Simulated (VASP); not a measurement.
Given:

```
Li2PbGeS4
1.0
   -3.28525     3.28525     3.95430
    3.28525    -3.28525     3.95430
    3.28525     3.28525    -3.95430
Li Ge Pb S
2 1 1 4
Direct
  0.75000   0.25000   0.50000
  0.25000   0.75000   0.50000
  0.50000   0.50000   0.00000
  0.00000   0.00000   0.00000
  0.46580   0.85982   0.00000
  0.14018   0.14018   0.60598
  0.85982   0.46580   0.00000
  0.53420   0.53420   0.39402
```

These are PBEsol GGA, VASP's PBE PAW potentials (set 64) (plane waves; VASP 6.6.1) values and carry that method's errors. Run with 400 eV cut-off, 5×5×5 Γ-centred mesh, Gaussian smearing of 0.010 eV, potentials Li_sv Ge_d Pb_d S.

At this cut-off the stress carries a Pulay error, which pulls relaxed volumes low.

Question: Which forces act on the atoms, in eV/Å?

Answer: 
| atom | Fx | Fy | Fz |
|---|---|---|---|
| Li1 | 0.000 | 0.000 | 0.000 |
| Li2 | 0.000 | 0.000 | 0.000 |
| Ge3 | 0.000 | 0.000 | 0.000 |
| Pb4 | 0.000 | 0.000 | 0.000 |
| S5 | -0.063 | 0.063 | -0.053 |
| S6 | 0.063 | 0.063 | 0.053 |
| S7 | 0.063 | -0.063 | -0.053 |
| S8 | -0.063 | -0.063 | 0.053 |

Question: Give the stress tensor in GPa (positive for a compressed cell).

Answer: 
```
-2.83   0.00   0.00
 0.00  -2.83   0.00
 0.00   0.00  -2.95
```
The pressure is its mean diagonal, -2.87 GPa.

The structure comes from a computed database's Li2GePbS4 entry; how it stands against other phases isn't given here. The cell was not relaxed at this level.
